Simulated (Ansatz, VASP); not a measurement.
# Cross-check of BN between VASP and Ansatz

Aim: how closely do two programs agree when they are given the same cell, functional and k mesh? The cell is taken from a series of runs on this material, whose earlier steps may have relaxed, scaled, displaced or heated it; both programs get it as it stands.

Main program and level: Ansatz 0.2.0; plane waves, with VASP 6.6.1 beside it; zone-centre phonons at PBE.

## Step 1: The starting structure

It takes space group P6_3/mmc (No. 194, hexagonal). The conventional cell has a = 2.512 Å, b = 2.512 Å, c = 8.372 Å, α = 90.00°, β = 90.00°, γ = 120.00°. Nearest to B lie 3 N at 1.45 Å. N has 3 B at 1.45 Å nearest. Farther neighbours and most contacts between anions are not listed.

## Step 2: Ansatz: zone-centre phonons, PBE, pair 1

Ansatz runs on its default PAW (the set named soft_2) files.

Second derivatives magnify differences that forces hide, and they need a tight electronic threshold.

Contents of input.yaml:

```yaml
crystal:
  lattice:
    - [2.5120478843, 0.0, 0.0]
    - [-1.2560239422, 2.1754972834, 0.0]
    - [0.0, 0.0, 8.3718864289]
  atoms:
    - { symbol: B, position: [0.3333333333, 0.6666666667, 0.25] }
    - { symbol: B, position: [0.6666666667, 0.3333333333, 0.75] }
    - { symbol: "N", position: [0.3333333333, 0.6666666667, 0.75] }
    - { symbol: "N", position: [0.6666666667, 0.3333333333, 0.25] }
kpoints:
  mp_grid: { grid: [9, 9, 4] }
hamiltonian:
  xc: pbe
scf:
  occupations: { method: fixed }
output:
  eigenvalues: true
phonons:
  method: dfpt
  dielectric: true
  rigid_motions: translations
```

On the command line:

```sh
$ ansatz run input.yaml --threads 4 --pin off --max-ram 7168MiB --backend cpu --events-out ev --progress --plain --runs-dir out
```

Numbers of over 12 decimals in the logs are rounded to 6 here.

Log:

```text
Engine: ansatz 0.2.0, x86_64-unknown-linux-gnu
Pseudopotentials: kind: paw
Pseudopotential: B, paw, valence charge 3, recommended cutoff 420 eV (normal), B.paw.azcp
Pseudopotential: N, paw, valence charge 5, recommended cutoff 420 eV (normal), N.paw.azcp
Functional definition: PBE
  parameter kappa = 0.804
  parameter beta = 0.066725
  exchange = pbe_x(kappa = kappa, mu = beta*pi^2/3)
  correlation = pbe_c(beta = beta)
Crystal: 4 atoms, lattice volume = 45.752 Å³
Basis set: ecut = 420 eV, 885 PW (Γ), exchange–correlation on 36×36×120 points (8 copies of the dense FFT grid, shifted against one another)
Bands: 12, of which v1, the nominal top of the filled ones, is band 8 counted from 1 (7 counted from 0)
Symmetry: 24 space group operations
k-points: 95 of 324 (irreducible under 2 space group operations, time reversal used)
Non-local potential: B, projectors of the file, l = 0: 2, l = 1: 2, l = 2: 1
Non-local potential: N, projectors of the file, l = 0: 2, l = 1: 2, l = 2: 1
PAW form: soft (Blöchl's): semilocal exchange-correlation on the pseudo side does not see the compensation charge
PAW one-centre angular grid: B, 110 points (default); XC on 64 Gauss nodes
PAW one-centre angular grid: N, 110 points (default); XC on 64 Gauss nodes
Initial density: superposition of atomic densities (neutral atoms: chi_scale 0, normalization atom), corrected by the library's trained network
Initial wavefunctions: pseudopotential atomic-orbital guess
Functional: x = pbe(κ = 0.804, μ = 0.219515), c = pbe(β = 0.066725)
SCF iter   1: F=—  HF=-1084.859255 eV  |F-HF|=—  |Δ(HF+E_count)|=         —  Δρ=3.90e-3  dr2=2.42e-3  ethr=1.77e-3  ⟨swp⟩=5.3  Hψ=6066  notcnv=0  defer=190
preconditioner: auto → none  [insulator: Δε(μ)=4.353 eV  Ē_g=15.329 eV  n_scr=6 (ndim 8)  ℏωp=22.0 eV  f_vac=0.237  ε∞_Penn≈3.1]
SCF iter   2: F=—  HF=-1084.860497 eV  |F-HF|=—  |Δ(HF+E_count)|=   1.24e-3  Δρ=1.65e-3  dr2=3.81e-4  ethr=1.51e-5  ⟨swp⟩=2.6  Hψ=2781  notcnv=0  defer=190
SCF iter   3: F=—  HF=-1084.860865 eV  |F-HF|=—  |Δ(HF+E_count)|=   3.68e-4  Δρ=7.95e-4  dr2=6.71e-5  ethr=2.38e-6  ⟨swp⟩=2.0  Hψ=1900  notcnv=0  defer=189
SCF iter   4: F=—  HF=-1084.861009 eV  |F-HF|=—  |Δ(HF+E_count)|=   1.44e-4  Δρ=6.64e-5  dr2=8.48e-7  ethr=4.20e-7  ⟨swp⟩=2.0  Hψ=2090  notcnv=0  defer=186
SCF iter   5: F=—  HF=-1084.861013 eV  |F-HF|=—  |Δ(HF+E_count)|=   3.98e-6  Δρ=8.95e-6  dr2=2.30e-8  ethr=5.30e-9  ⟨swp⟩=2.2  Hψ=1866  notcnv=0  defer=85
SCF iter   6: F=—  HF=-1084.861013 eV  |F-HF|=—  |Δ(HF+E_count)|=   5.03e-8  Δρ=1.51e-6  dr2=7.11e-10  ethr=1.44e-10  ⟨swp⟩=2.0  Hψ=1882  notcnv=0  defer=88
SCF iter   7: F=-1084.861013 eV  HF=-1084.861013 eV  |F-HF|=8.19e-12  |Δ(HF+E_count)|=  2.74e-10  Δρ=2.15e-7  dr2=1.12e-11  ethr=1.00e-12  ⟨swp⟩=8.4  Hψ=6990  notcnv=0
SCF 1 converged in 7 iterations: F = -1084.861013 eV  dr2 = 1.12e-11
  greatest PAW one-centre occupation: 0.796 electrons in one spin orbital (limit 2), on the N atom at site 3 (counted from 0), in its partial waves of l = 0
NSCF: frozen V_eff on 4 k-points
DFPT response loops at Γ: preconditioner auto → none (the input reference at scf.mixing.eps_inf says where Resta's filter doesn't serve); β = 0.50; Broyden in place of MSR1
── the response to a field inside a basis, on 10×10×4 k-points: an SCF that follows is theirs, and a resumed run solves both again ──
Bands: 9, of which v1, the nominal top of the filled ones, is band 8 counted from 1 (7 counted from 0)
k-points: 60 of 400 (irreducible under 8 space group operations)
Initial density: handed on by an earlier stage of this run
Initial wavefunctions: pseudopotential atomic-orbital guess (no wavefunctions were taken with the density)
Eigensolver: Dense (60 Hₖ)
SCF iter   1: F=—  HF=-1084.865083 eV  |F-HF|=—  |Δ(HF+E_count)|=         —  Δρ=3.32e-4  dr2=7.13e-6  ethr=1.00e-1
preconditioner: auto → none  [insulator: Δε(μ)=4.580 eV  Ē_g=12.957 eV  n_scr=6 (ndim 8)  ℏωp=22.0 eV  f_vac=0.233  ε∞_Penn≈3.9]
SCF iter   2: F=—  HF=-1084.865090 eV  |F-HF|=—  |Δ(HF+E_count)|=   7.80e-6  Δρ=1.59e-4  dr2=1.85e-6  ethr=4.46e-8
SCF iter   3: F=—  HF=-1084.865093 eV  |F-HF|=—  |Δ(HF+E_count)|=   3.09e-6  Δρ=5.49e-5  dr2=6.64e-7  ethr=1.16e-8
SCF iter   4: F=-1084.865093 eV  HF=-1084.865093 eV  |F-HF|=2.39e-9  |Δ(HF+E_count)|=   2.23e-8  Δρ=5.35e-6  dr2=4.77e-9  ethr=4.15e-9
SCF 1 converged in 4 iterations: F = -1084.865093 eV  dr2 = 4.77e-9
DFPT response loops at Γ: mixed as the last ones told, above
SCF converged after 7 iterations
Free energy (F): -1084.861013 eV
Harris-Foulkes:  -1084.861013 eV  (|F-HF|=8.19e-12)
Internal energy: -1084.861013 eV  (E = F + TS)
E sigma→0 (E₀):  -1084.861013 eV
Fermi energy:    2.528820 eV
--- Per-component energies (eV) ---
  E_band       = -73.304013
  E_kinetic    = 365.529249
  E_local      = -961.736760  (includes V_loc(G=0)·N_el)
  E_nonlocal   = 115.413659
  E_hartree    = 340.633733
  E_xc         = -184.011631
  E_vxc        = -228.229778  (∫ρ·V_xc dr)
  E_paw        = -413.513615  (= ΣΔE_a)
  E_vpaw       = -45.548123  (= ΣTr[D̂ρ^β])
  E_aug_tail   = 0.000194  (compensation charges beyond the density's cutoff)
  E_ewald      = -347.175843
  E_smearing   = -0.000000  (= −TS)
  E_closure    = 0.000000  (closes the sum)
  Σ components = -1084.861013   (vs F -1084.861013, Δ=0.00e0)
--- Band table (eV; the first three rows and the last of 95) ---
  k-point 0: bands = [... 4 lower, 1.1807, 1.1807, 1.1821, 1.1821, 6.9204, 10.2605, 12.5550, 14.0622]
  k-point 1: bands = [... 4 lower, 1.1806, 1.1806, 1.1818, 1.1818, 7.2636, 9.4446, 13.2402, 14.0645]
  k-point 2: bands = [... 4 lower, 1.1809, 1.1809, 1.1809, 1.1809, 8.1956, 8.1956, 14.0693, 14.0693]
  k-point 94: bands = [... 4 lower, -2.7058, -2.7058, 0.7315, 0.7315, 8.9518, 8.9518, 12.6909, 12.6909]
--- Phonons (Γ-DFPT): 4 representative perturbations + reference, on 95 of 324 k-points (Σ response iterations 12) ---
  k mesh reduced under 2 symmetry operations, with k and −k counted as one. Each operation leaves every solved perturbation unchanged. A smaller set is not considered because the run solves the response to a homogeneous field
  ASR residual: 5.291e-4 → 0.000e0 eV/Å²; symmetrization residual: 1.221e-6 eV/Å²
  ASR residual per site (eV/Å²): 3.71e-4 3.71e-4 5.29e-4 5.29e-4
  Γ frequencies (cm⁻¹): 0.00 0.00 0.00 12.61 12.61 27.40 774.48 800.14 1342.39 1342.39 1342.45 1342.45
  ε∞ (high-frequency dielectric tensor):
        4.012199     0.000000     0.000000
        0.000000     4.012199    -0.000000
        0.000000    -0.000000     1.994569
  ε⁰ (static dielectric tensor: ions relaxed, cell fixed):
        5.454069     0.000000     0.000000
        0.000000     5.454069    -0.000000
        0.000000    -0.000000     2.132387
  ε⁰ − ε∞ (ionic part):
        1.441870    -0.000000     0.000000
       -0.000000     1.441870    -0.000000
        0.000000    -0.000000     0.137817
  softest optical mode at Γ: 12.61 cm⁻¹; the repairs (sum rule, projections) moved no ω² at Γ by more than (3.26 cm⁻¹)²
  Born effective charges Z* (e; rows j = field, columns β = displacement):
    site 0:
         2.71488    0.00000    0.00000
         0.00000    2.71488    0.00000
         0.00000    0.00000    0.48423
    site 1:
         2.71488    0.00000    0.00000
        -0.00000    2.71488    0.00000
         0.00000    0.00000    0.48423
    site 2:
        -2.71488   -0.00000   -0.00000
         0.00000   -2.71488   -0.00000
        -0.00000   -0.00000   -0.48423
    site 3:
        -2.71488   -0.00000   -0.00000
         0.00000   -2.71488   -0.00000
        -0.00000   -0.00000   -0.48423
  Z* charge neutrality: 3.393e-3 e pre-enforcement
  solved inside a basis spanned on kpoints, on 10×10×4 k-points, its susceptibility summed on 14×14×4: ε∞ is read to err by 1.1e-2, Z* by 1.1e-2 e (field_mesh: kpoints solves on kpoints); Z* is corrected for what the basis lacks
  optical modes at Γ without the LO–TO term, one row a degenerate level:
      ω (cm⁻¹)  modes    IR ((D/Å)²/amu)
         12.61      2             0.0000
         27.40      1             0.0000
        774.48      1             1.7733
[...]
optical modes at Γ + LO–TO along q̂ = [1.0000, 0.0000, 0.0000]:
      ω (cm⁻¹)  modes    IR ((D/Å)²/amu)
[...]
optical modes at Γ + LO–TO along q̂ = [0.0000, 1.0000, 0.0000]:
      ω (cm⁻¹)  modes    IR ((D/Å)²/amu)
[...]
1342.45      1            55.7406
       1565.19      1            55.7406
  optical modes at Γ + LO–TO along q̂ = [0.0000, 0.0000, 1.0000]:
      ω (cm⁻¹)  modes    IR ((D/Å)²/amu)
         12.61      2             0.0000
         27.40      1             0.0000
        800.14      1             0.0000
        800.79      1             1.7733
       1342.39      2             0.0000
       1342.45      2           111.4812
```

(Part 1 of 4 ends here.)

[Lines on the potential files, build, host, timing and source positions are cut from VASP's logs without a mark.]

[Logs are printed without paths, hosts, clocks, repeated set-up lines and the standing remarks that a program may print on its own settings, such as how far it seeks lower states.]

[Hosts, paths, dates, database ids (printed as entryN), source tags and the programs' standing remarks are cut or masked in the printed files.]
